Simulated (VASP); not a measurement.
Crystal: RbSrCl3.

```xyz
5
Lattice="5.6963 0.0000 0.0000 0.0000 5.6963 0.0000 0.0000 0.0000 5.6963" Properties=species:S:1:pos:R:3 pbc="T T T"
Rb    2.8482    2.8482    2.8482
Sr    0.0000    0.0000    0.0000
Cl    2.8482    0.0000    0.0000
Cl    0.0000    2.8482    0.0000
Cl    0.0000    0.0000    2.8482
```

The cell comes from a database or a generator and needn't be the stable form of this composition.

- Program: VASP 6.6.1
- Task: relaxation of cell and atoms
- Functional: PBEsol
- Potentials or basis: VASP PAW PBE potentials, release 64 (Rb_sv, Sr_sv, Cl)
- Cutoff: 600 eV
- k mesh: 4 × 4 × 4
- Occupations: gaussian, width 0.02 eV
- Spin: no spin polarisation

At the start: pressure -1.0 GPa; volume 36.97 Å³/atom.

Q: How do energy, volume and symmetry change on relaxing?

A: Over 3 steps the energy falls by 5.7 meV/atom and the volume is 35.21 Å³/atom (-4.7 %); space group Pm-3m (No. 221, to 0.05 Å).

Step by step:
```
step  energy change (eV)  largest force (eV/Å)  pressure (GPa)  volume (Å³)
   1              0.0000                0.0000           -0.99       184.83
   2             -0.0256                0.0000           -0.35       178.79
   3             -0.0287                0.0000           -0.01       176.06
```

Final structure:
```xyz
5
Lattice="5.6047 0.0000 0.0000 0.0000 5.6047 0.0000 0.0000 0.0000 5.6047" Properties=species:S:1:pos:R:3 pbc="T T T"
Rb    2.8024    2.8024    2.8024
Sr    0.0000    0.0000    0.0000
Cl    2.8024    0.0000    0.0000
Cl    0.0000    2.8024    0.0000
Cl    0.0000    0.0000    2.8024
```

Caveat: the PAW data sets were made with another functional, which shifts forces and pressure a little.
